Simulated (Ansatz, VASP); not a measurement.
# BN in two plane-wave programs, part 2 of 2

Wanted: the spread between two codes on one cell, functional and k mesh. The cell is taken from a series of runs on this material, whose earlier steps may have relaxed, scaled, displaced or heated it; both programs get it as it stands.

VASP 6.6.1 and Ansatz 0.2.0.

So far: The starting structure; VASP: zone-centre phonons, LDA, pair 1.

## 3. Ansatz: zone-centre phonons, LDA, pair 1

Level of this step: Ansatz beside VASP: Kohn-Sham DFT, plane waves, LDA (Ansatz).

Ansatz runs on its default PAW (the set named soft_2) files.

The same cell, functional (in two slightly different forms) and mesh now go to Ansatz, which takes its cutoff from its data sets.

input.yaml

```yaml
crystal:
  lattice:
    - [0.0, 1.8038902884, 1.8038902884]
    - [1.8038902884, 0.0, 1.8038902884]
    - [1.8038902884, 1.8038902884, 0.0]
  atoms:
    - { symbol: B, position: [0.0, 0.0, 0.0] }
    - { symbol: "N", position: [0.25, 0.25, 0.25] }
kpoints:
  mp_grid: { grid: [12, 12, 12] }
hamiltonian:
  xc: lda
scf:
  occupations: { method: fixed }
output:
  eigenvalues: true
phonons:
  method: dfpt
  qmesh: [3, 3, 3]
  temperatures: { t_max: 1000, t_step: 50 }
  qpath:
    path:
      - [[0.0, 0.0, 0.0], [-0.5, -0.5, 0.0], [-0.375, -0.375, 0.25]]
      - [[-0.375, 0.0, 0.375], [0.0, 0.0, 0.0], [0.0, 0.0, 0.5], [-0.5, -0.25, 0.25], [-0.5, -0.5, 0.0]]
    npoints: 10
```

Started as:

```
$ ansatz run input.yaml --threads 8 --pin off --max-ram 16384MiB --backend cpu --events-out ev --progress --plain --runs-dir out
```

Numbers of over 12 decimals in the logs are rounded to 6 here.

The log of the run:

```text
Warning: phonons: the dynamical matrix that this run interpolates holds no multipole term above the dipole-dipole one, and a site of this crystal is no centre of inversion, so its interpolated transverse optical and acoustic branches and sound speeds can stay off near Gamma, and the density of states and the thermodynamics with them. What a run solves at a wave vector of phonons.qpoints, Gamma apart, where the deck admits one, is free of this, and under fd what a larger phonons.supercell samples
Engine: ansatz 0.2.0, x86_64-unknown-linux-gnu
Pseudopotentials: kind: paw
Pseudopotential: B, paw, valence charge 3, recommended cutoff 420 eV (normal), B.paw.azcp
Pseudopotential: N, paw, valence charge 5, recommended cutoff 420 eV (normal), N.paw.azcp
Functional definition: SPW92
  exchange = slater_x
  correlation = pw_c
Crystal: 2 atoms, lattice volume = 11.740 Å³
Basis set: ecut = 420 eV, 259 PW (Γ), exchange–correlation on 36×36×36 points (8 copies of the dense FFT grid, shifted against one another)
Bands: 8, of which v1, the nominal top of the filled ones, is band 4 counted from 1 (3 counted from 0)
Symmetry: 24 space group operations
k-points: 72 of 1728 (time reversal used)
Non-local potential: B, projectors of the file, l = 0: 2, l = 1: 2, l = 2: 1
Non-local potential: N, projectors of the file, l = 0: 2, l = 1: 2, l = 2: 1
PAW form: soft (Blöchl's): semilocal exchange-correlation on the pseudo side does not see the compensation charge
PAW frozen core: B, regenerated for the run's functional, and the local potential with it (the file was generated under x = pbe(κ = 0.804, μ = 0.219515), c = pbe(β = 0.066725))
PAW frozen core: N, regenerated for the run's functional, and the local potential with it (the file was generated under x = pbe(κ = 0.804, μ = 0.219515), c = pbe(β = 0.066725))
PAW one-centre angular grid: B, 110 points (default); XC on 64 Gauss nodes
PAW one-centre angular grid: N, 110 points (default); XC on 64 Gauss nodes
Initial density: superposition of atomic densities (neutral atoms: chi_scale 0, normalization atom), corrected by the library's trained network
Initial wavefunctions: pseudopotential atomic-orbital guess
Functional: x = slater, c = lda
SCF iter   1: F=—  HF=-526.462778 eV  |F-HF|=—  |Δ(HF+E_count)|=         —  Δρ=7.44e-3  dr2=4.74e-3  ethr=1.77e-3  ⟨swp⟩=3.8  Hψ=3278  notcnv=0  defer=110
preconditioner: auto → none  [insulator: Δε(μ)=4.311 eV  Ē_g=19.901 eV  n_scr=0 (ndim 8)  ℏωp=30.7 eV  f_vac=0.000  ε∞_Penn≈3.4]
SCF iter   2: F=—  HF=-526.461454 eV  |F-HF|=—  |Δ(HF+E_count)|=   1.32e-3  Δρ=3.22e-3  dr2=4.44e-4  ethr=5.92e-5  ⟨swp⟩=2.2  Hψ=1334  notcnv=0  defer=134
SCF iter   3: F=—  HF=-526.461315 eV  |F-HF|=—  |Δ(HF+E_count)|=   1.39e-4  Δρ=1.35e-3  dr2=7.34e-5  ethr=5.55e-6  ⟨swp⟩=2.8  Hψ=981  notcnv=0  defer=134
SCF iter   4: F=—  HF=-526.461294 eV  |F-HF|=—  |Δ(HF+E_count)|=   2.12e-5  Δρ=3.65e-4  dr2=5.28e-6  ethr=9.17e-7  ⟨swp⟩=1.0  Hψ=576  notcnv=0
SCF iter   5: F=—  HF=-526.461293 eV  |F-HF|=—  |Δ(HF+E_count)|=   4.45e-7  Δρ=4.57e-5  dr2=8.89e-8  ethr=6.59e-8  ⟨swp⟩=1.0  Hψ=579  notcnv=0
SCF iter   6: F=—  HF=-526.461293 eV  |F-HF|=—  |Δ(HF+E_count)|=   1.41e-7  Δρ=2.67e-6  dr2=2.97e-10  ethr=1.11e-9  ⟨swp⟩=2.1  Hψ=847  notcnv=0
SCF iter   7: F=-526.461293 eV  HF=-526.461293 eV  |F-HF|=2.73e-12  |Δ(HF+E_count)|=  1.18e-11  Δρ=4.01e-7  dr2=5.16e-12  ethr=1.00e-12  ⟨swp⟩=4.2  Hψ=2598  notcnv=0
SCF 1 converged in 7 iterations: F = -526.461293 eV  dr2 = 5.16e-12
  greatest PAW one-centre occupation: 0.780 electrons in one spin orbital (limit 2), on the N atom at site 1 (counted from 0), in its partial waves of l = 0
k-points: 280 of 1728 (irreducible under 4 space group operations, time reversal used)
Initial density: read from a saved state, or passed on in memory by an earlier SCF of this step, an earlier step, the calling program or the single point that the run made first
iter 1 solved again at ethr=5.16e-9 eV; its pass at ethr=3.10e-3 eV (dr2=4.13e-7 eV) is discarded
SCF iter   1: F=—  HF=-526.461293 eV  |F-HF|=—  |Δ(HF+E_count)|=         —  Δρ=3.98e-7  dr2=5.04e-12  ethr=5.16e-9  ⟨swp⟩=3.0  Hψ=19164  notcnv=0  defer=458
eigensolver tolerance schedule: the retry pair's looser diagonalisation over-reported the residual by 81892.11 of it (diagonalisation noise at 0.16 of the residual, at the tolerance the schedule requests for it); recorded, not acted on — ethr = c·dr2/N_el stays at c = 1.0e-1
preconditioner: auto → none  [insulator: Δε(μ)=4.368 eV  Ē_g=19.927 eV  n_scr=0 (ndim 8)  ℏωp=30.7 eV  f_vac=0.000  ε∞_Penn≈3.4]
SCF iter   2: F=-526.461293 eV  HF=-526.461293 eV  |F-HF|=5.68e-13  |Δ(HF+E_count)|=  9.09e-13  Δρ=1.84e-7  dr2=1.22e-12  ethr=1.00e-12  ⟨swp⟩=5.5  Hψ=9986  notcnv=0
SCF 2 converged in 2 iterations: F = -526.461293 eV  dr2 = 1.22e-12
NSCF: frozen V_eff on 1 k-points
DFPT response loops at Γ: preconditioner auto → none (the input reference at scf.mixing.eps_inf says where Resta's filter doesn't serve); β = 0.50; Broyden in place of MSR1
NSCF: frozen V_eff on 72 k-points
NSCF: frozen V_eff on 163 k-points
DFPT response loops at q = (0, 0, 0) (fractional): mixed as the last ones told, above
NSCF: frozen V_eff on 1872 k-points
DFPT response loops at q = (0, 0, 0.333333) (fractional): mixed as the last ones told, above
NSCF: frozen V_eff on 1020 k-points
DFPT response loops at q = (0, 0.333333, 0.333333) (fractional): mixed as the last ones told, above
NSCF: frozen V_eff on 1872 k-points
DFPT response loops at q = (0, 0.333333, -0.333333) (fractional): mixed as the last ones told, above
SCF converged after 7 iterations
Free energy (F): -526.461293 eV
Harris-Foulkes:  -526.461293 eV  (|F-HF|=2.73e-12)
Internal energy: -526.461293 eV  (E = F + TS)
E sigma→0 (E₀):  -526.461293 eV
Fermi energy:    11.018944 eV
--- Per-component energies (eV) ---
  E_band       = 25.334775
  E_kinetic    = 185.499312
  E_local      = -175.964137  (includes V_loc(G=0)·N_el)
  E_nonlocal   = 58.554890
  E_hartree    = 48.447478
  E_xc         = -92.643971
  E_vxc        = -115.655426  (∫ρ·V_xc dr)
  E_paw        = -191.379041  (= ΣΔE_a)
  E_vpaw       = -23.994912  (= ΣTr[D̂ρ^β])
  E_aug_tail   = 0.000099  (compensation charges beyond the density's cutoff)
  E_ewald      = -359.101803
  E_core_change = 0.125878  (= ΣΔE_core)
  E_smearing   = -0.000000  (= −TS)
  E_closure    = -0.000000  (closes the sum)
  Σ components = -526.461293   (vs F -526.461293, Δ=0.00e0)
--- Band table (eV; the first three rows and the last of 72) ---
  k-point 0: bands = ["-9.1231", "11.0189", "11.0189", "11.0189", "19.7443", "19.7443", "19.7443", "21.5276"]
  k-point 1: bands = ["-8.9525", "10.1130", "10.8376", "10.8376", "19.9794", "20.0202", "20.0202", "22.0600"]
  k-point 2: bands = ["-8.4469", "8.0161", "10.3923", "10.3923", "20.3524", "20.6584", "20.6584", "23.3159"]
  k-point 71: bands = ["-3.0908", "3.4893", "3.9512", "4.4183", "20.4875", "24.3086", "25.3150", "25.7709"]
--- Phonons (Γ-DFPT): 2 representative perturbations + reference (Σ response iterations 6) ---
  ASR residual: 1.570e-4 → 0.000e0 eV/Å²; symmetrization residual: 6.520e-7 eV/Å²
  ASR residual per site (eV/Å²): 1.24e-4 1.57e-4
  Γ frequencies (cm⁻¹): 0.00 0.00 0.00 1038.19 1038.19 1038.19
  Unit cell's response to a homogeneous field, on a k mesh of 12×12×12: 1 representative field direction (Σ response iterations 6)
  ε∞ (high-frequency dielectric tensor):
        4.586741     0.000000     0.000000
       -0.000000     4.586741     0.000000
        0.000000     0.000000     4.586741
  ε⁰ (static dielectric tensor): not given — the deck does not say what the cell's rigid motions are, and on a molecule in a box or a wire the rigid rotations would enter the sum over the modes at Γ. For a crystal or a slab, whose only rigid motions are the translations, set phonons.rigid_motions: translations.
  Born effective charges Z* (e; rows j = field, columns β = displacement):
    site 0:
         1.88892   -0.00000    0.00000
         0.00000    1.88892   -0.00000
         0.00000   -0.00000    1.88892
    site 1:
        -1.88892    0.00000   -0.00000
        -0.00000   -1.88892    0.00000
        -0.00000    0.00000   -1.88892
  Z* charge neutrality: 1.655e-6 e pre-enforcement
  k-mesh period / interband length: 30.6 Å / 1.30 Å = 23.58 at k = (0.0000, -0.5000, -0.5000), direct gap 9.322 eV — 14 or more, which is no proof of convergence
  optical modes at Γ without the LO–TO term, one row a degenerate level:
      ω (cm⁻¹)  modes    IR ((D/Å)²/amu)
       1038.19      3            40.4752
  optical modes at Γ + LO–TO along q̂ = [1.0000, 0.0000, 0.0000]:
      ω (cm⁻¹)  modes    IR ((D/Å)²/amu)
       1038.19      2            26.9835
       1269.74      1            13.4917
  optical modes at Γ + LO–TO along q̂ = [0.0000, 1.0000, 0.0000]:
      ω (cm⁻¹)  modes    IR ((D/Å)²/amu)
       1038.19      2            26.9835
       1269.74      1            13.4917
  optical modes at Γ + LO–TO along q̂ = [0.0000, 0.0000, 1.0000]:
      ω (cm⁻¹)  modes    IR ((D/Å)²/amu)
       1038.19      2            26.9835
       1269.74      1            13.4917
--- Phonons (arbitrary-q DFPT): 4 irreducible q on the 3×3×3 mesh ---
  q = [0.0000, 0.0000, 0.0000] (star 1, of the zone-centre solve; hermiticity 5.39e-8, symmetrization 1.76e-15): 0.00 0.00 0.00 1038.19 1038.19 1038.19
  q = [0.0000, 0.0000, 0.3333] (star 8, 2 solved perturbations on 936 of 1728 k-point pairs; hermiticity 1.75e-8, symmetrization 9.66e-15): 424.66 424.66 781.44 991.55 991.55 1201.95
  q = [0.0000, 0.3333, 0.3333] (star 6, 4 solved perturbations in 1608 linear systems a pass and spin channel, the states on 510 of 1728 k-point pairs; hermiticity 2.31e-8, symmetrization 1.15e-12): 582.76 582.76 810.62 951.54 951.54 1217.69
  q = [0.0000, 0.3333, -0.3333] (star 12, 4 solved perturbations in 2892 linear systems a pass and spin channel, the states on 936 of 1728 k-point pairs; hermiticity 1.99e-8, symmetrization 5.52e-15): 629.81 835.81 889.99 920.26 958.99 1062.46
  sum rule: each row above includes the acoustic sum rule's correction from the zone centre's row sums; it moved no ω² by more than (1.77 cm⁻¹)²
  mesh force constants: q→R imaginary residual 1.73e-16; ASR residual 1.570e-4 → 0.000e0 eV/Å²; symmetrization residual 2.132e-14 eV/Å²
  interpolated dispersion: 63 rows × 6 modes
  density of states and harmonic sums: on the 30×30×30 q-mesh, interpolated from the force constants of a 3×3×3 supercell (with the dipole–dipole term)
  largest difference from the sums on the solved wave vectors: F 1.02e-2 eV, S 2.01e-5 and C_V 9.34e-6 eV/K
  zero-point energy: 0.313661 eV/cell   skipped modes (ω ≤ 0): 3   left out of the sums: 1.85e-5 of the cell's modes: C_V's classical limit lies that fraction below 3 k_B per atom; for a crystal, a wire or a layer, F and S can be off by more, and a phonons.interpolated_qmesh denser along its periods is the remedy for the sampling
```

The column dr2 measures how far the density is from self-consistency, as an energy; F and HF (Harris–Foulkes) agree once it is small.

## 4. Differences

Known differences besides the potentials themselves: the two LDA forms differ slightly; fixed occupations in Ansatz, narrow Gaussian smearing in VASP; VASP's run holds the zone centre alone; the cutoff is 420 eV in Ansatz and 600 eV in VASP; VASP's log shows a relativistic correction to its local exchange, Ansatz's none. Total energies have different zeros and are not compared.

Both answers:

| quantity | Ansatz | VASP | difference |
| --- | --- | --- | --- |
| ε∞ xx | 4.59 | 4.58 | +0.04 % |
| ε∞ yy | 4.59 | 4.58 | +0.04 % |
| ε∞ zz | 4.59 | 4.58 | +0.04 % |
| Born charge of B1 (mean of the diagonal) (e) | 1.89 | 1.88 | +0.01 |
| Born charge of N2 (mean of the diagonal) (e) | -1.89 | -1.88 | -0.01 |
| optical mode 1 to 3 (cm⁻¹) | 1038.2 | 1041.0 | -0.27 % |

Modes are paired by rising frequency, not by their patterns, so a pair may set unlike modes beside each other; they are those without the splitting of longitudinal modes.

## 5. VASP: zone-centre phonons, LDA, pair 2

Second derivatives magnify differences that forces hide, and they need a tight electronic threshold. The cell compared in this pair holds 11.92 Å³, against 11.74 Å³ for the pair before.

INCAR

```
SYSTEM = BN
PREC = Accurate
ENCUT = 600
EDIFF = 1E-08
NELM = 120
ISMEAR = 0
SIGMA = 0.01
LREAL = .FALSE.
ALGO = Normal
GGA = CA
NBANDS = 10
LORBIT = 11
LWAVE = .FALSE.
LCHARG = .FALSE.
ISIF = 2
IBRION = 8
LEPSILON = .TRUE.
LASPH = .TRUE.
GGA_COMPAT = .FALSE.
EFERMI = MIDGAP
KPAR = 2
```

POSCAR

```
BN
1.0
    0.0000000000      1.8130010000      1.8130010000
    1.8130010000      0.0000000000      1.8130010000
    1.8130010000      1.8130010000      0.0000000000
B N
1 1
Direct
    0.0000000000      0.0000000000      0.0000000000
    0.2500000000      0.2500000000      0.2500000000
```

KPOINTS

```
Automatic mesh
0
Gamma
12 12 12
0 0 0
```

The projector-augmented-wave data sets are B and N (LDA family, release 64).

Started as:

```
$ mpirun -np 2 vasp_std
```

The log of the run:

```text
[... set-up lines as in an earlier step ...]
 entering main loop
       N       E                     dE             d eps       ncg     rms          rms(c)
DAV:   1     0.109574447608E+02    0.10957E+02   -0.54693E+03  1464   0.881E+02
DAV:   2    -0.200685938196E+02   -0.31026E+02   -0.30225E+02  1744   0.168E+02
DAV:   3    -0.205121707892E+02   -0.44358E+00   -0.44294E+00  1670   0.184E+01
DAV:   4    -0.205127163623E+02   -0.54557E-03   -0.54556E-03  1574   0.779E-01
[...]
DAV:  11    -0.193991183556E+02   -0.51189E-06   -0.19744E-06  1612   0.101E-02    0.635E-03
DAV:  12    -0.193991182776E+02    0.78028E-07   -0.56382E-07  1560   0.465E-03    0.203E-04
DAV:  13    -0.193991182783E+02   -0.69565E-09   -0.85618E-09   924   0.951E-04
   1 F= -.19399118E+02 E0= -.19399118E+02  d E =0.000000E+00
 Linear response reoptimize wavefunctions to high precision
DAV:   1    -0.193991182783E+02    0.17849E-10   -0.21449E-10   984   0.183E-04
 Linear response G [H, r] |phi>, progress :
  Direction:   1
       N       E                     dE             d eps       ncg     rms
[...]
RMM:  10    -0.359870940507E-01   -0.20059E-08    0.75719E-08  6055   0.232E-06    0.329E-07
 first order change of Fermi-energy   0.35804E+01
 force on displaced ion       1 direction 1 : -23.418  -0.000  -0.000
 Born effective charge ion    1 direction 1 :   1.891   0.000   0.000
 Linear response progress:
  Degree of freedom:   2/  2
       N       E                     dE             d eps       ncg     rms          rms(c)
RMM:   1    -0.228925992463E+00   -0.22893E+00    0.10795E-01 11379   0.332E+00
RMM:   2    -0.223384457858E+00    0.55415E-02   -0.18889E-03  8623   0.442E-01    0.222E-01
RMM:   3    -0.224371771241E+00   -0.98731E-03   -0.33824E-04  8344   0.153E-01    0.121E-01
RMM:   4    -0.226330332046E+00   -0.19586E-02   -0.33119E-04  8079   0.149E-01    0.226E-02
[...]
RMM:   8    -0.226384354995E+00    0.18800E-06   -0.74131E-09  9421   0.240E-05    0.195E-05
RMM:   9    -0.226384301788E+00    0.53206E-07   -0.18800E-08  9596   0.204E-05    0.996E-07
RMM:  10    -0.226384302030E+00   -0.24168E-09   -0.11096E-08  7366   0.641E-06    0.417E-07
 first order change of Fermi-energy  -0.35802E+01
 force on displaced ion       2 direction 1 : -23.422   0.000   0.000
 Born effective charge ion    2 direction 1 :  -1.891   0.000   0.000
 Born effective charges drift removed
 Linear response finished
```

Parts of OUTCAR (step 5):

```text
  Total       -1.0116831     -1.0116831     -1.0116831      0.0000000     -0.0000000     -0.0000000
  in kB     -135.9975109   -135.9975109   -135.9975109      0.0000000     -0.0000000     -0.0000000
  external PRESSURE =    -135.9975109 kB  Pullay stress =       0.0000000 kB

 POSITION                                       TOTAL-FORCE (eV/Angst)
 -----------------------------------------------------------------------------------
      0.00000      0.00000      0.00000        -0.000000     -0.000000     -0.000000
      0.90650      0.90650      0.90650         0.000000      0.000000      0.000000
 -----------------------------------------------------------------------------------
    total drift:                               -0.000000     -0.000000     -0.000000

 MACROSCOPIC STATIC DIELECTRIC TENSOR (including local field effects in DFT)
 ------------------------------------------------------
           4.599470     0.000000     0.000000
           0.000000     4.599470    -0.000000
           0.000000    -0.000000     4.599470
 ------------------------------------------------------

 MACROSCOPIC STATIC DIELECTRIC TENSOR IONIC CONTRIBUTION
 ------------------------------------------------------
           2.317487     0.000000     0.000000
           0.000000     2.317487     0.000000
           0.000000     0.000000     2.317487
 ------------------------------------------------------

[... 1 part as in an earlier step ...]

[... 1 further part left out ...]
```

## 6. Ansatz: zone-centre phonons, LDA, pair 2

The same cell, functional (in two slightly different forms) and mesh now go to Ansatz, which takes its cutoff from its data sets.

The cell is taken from a series of runs on this material, whose earlier steps may have relaxed, scaled, displaced or heated it; both programs get it as it stands.

Edit input.yaml of step 3 so:

```diff
@@ -2,5 +2,5 @@
   lattice:
-    - [0.0, 1.8038902884, 1.8038902884]
-    - [1.8038902884, 0.0, 1.8038902884]
-    - [1.8038902884, 1.8038902884, 0.0]
+    - [0.0, 1.813001, 1.813001]
+    - [1.813001, 0.0, 1.813001]
+    - [1.813001, 1.813001, 0.0]
   atoms:
```

Started as:

```
$ ansatz run input.yaml --threads 8 --pin off --max-ram 16384MiB --backend cpu --events-out ev --progress --plain --runs-dir out
```

The log of the run:

```text
[...]
Crystal: 2 atoms, lattice volume = 11.919 Å³
Basis set: ecut = 420 eV, 259 PW (Γ), exchange–correlation on 36×36×36 points (8 copies of the dense FFT grid, shifted against one another)
Bands: 8, of which v1, the nominal top of the filled ones, is band 4 counted from 1 (3 counted from 0)
Symmetry: 24 space group operations
k-points: 72 of 1728 (time reversal used)
[...]
optical modes at Γ + LO–TO along q̂ = [0.0000, 1.0000, 0.0000]:
      ω (cm⁻¹)  modes    IR ((D/Å)²/amu)
       1018.62      2            27.1890
       1251.51      1            13.5945
  optical modes at Γ + LO–TO along q̂ = [0.0000, 0.0000, 1.0000]:
      ω (cm⁻¹)  modes    IR ((D/Å)²/amu)
       1018.62      2            27.1890
       1251.51      1            13.5945
--- Phonons (arbitrary-q DFPT): 4 irreducible q on the 3×3×3 mesh ---
[...]
interpolated dispersion: 63 rows × 6 modes
[...]
[key lines of the parts left out:]
SCF converged after 8 iterations
Free energy (F): -526.448328 eV
Fermi energy:    10.776829 eV
```

## 7. Comparison

Compared:

| quantity | Ansatz | VASP | difference |
| --- | --- | --- | --- |
| ε∞ xx | 4.60 | 4.60 | +0.05 % |
| ε∞ yy | 4.60 | 4.60 | +0.05 % |
| ε∞ zz | 4.60 | 4.60 | +0.05 % |
| Born charge of B1 (mean of the diagonal) (e) | 1.90 | 1.89 | +0.01 |
| Born charge of N2 (mean of the diagonal) (e) | -1.90 | -1.89 | -0.01 |
| optical mode 1 to 3 (cm⁻¹) | 1018.6 | 1021.7 | -0.30 % |

Modes are paired by rising frequency, not by their patterns, so a pair may set unlike modes beside each other; they are those without the splitting of longitudinal modes.

## 8. Summary of results

| Property | Result |
| --- | --- |
| r.m.s. difference of the optical zone-centre modes, each program's sorted by frequency (zone-centre phonons, LDA, pair 1) | 2.8 cm⁻¹ |
| r.m.s. difference of the optical zone-centre modes, each program's sorted by frequency (zone-centre phonons, LDA, pair 2) | 3.1 cm⁻¹ |

**Reading.** The r.m.s. difference of the optical zone-centre modes, each program's sorted by frequency is 2.8 cm⁻¹ (zone-centre phonons, LDA, pair 1). How closely two codes agree says nothing of how well the functional describes the real material.

[Lines on the potential files, build, host, timing and source positions are cut from VASP's logs without a mark.]

[Logs are printed without paths, hosts, clocks, repeated set-up lines and the standing remarks that a program may print on its own settings, such as how far it seeks lower states.]

[Hosts, paths, dates, database ids (printed as entryN), source tags and the programs' standing remarks are cut or masked in the printed files.]
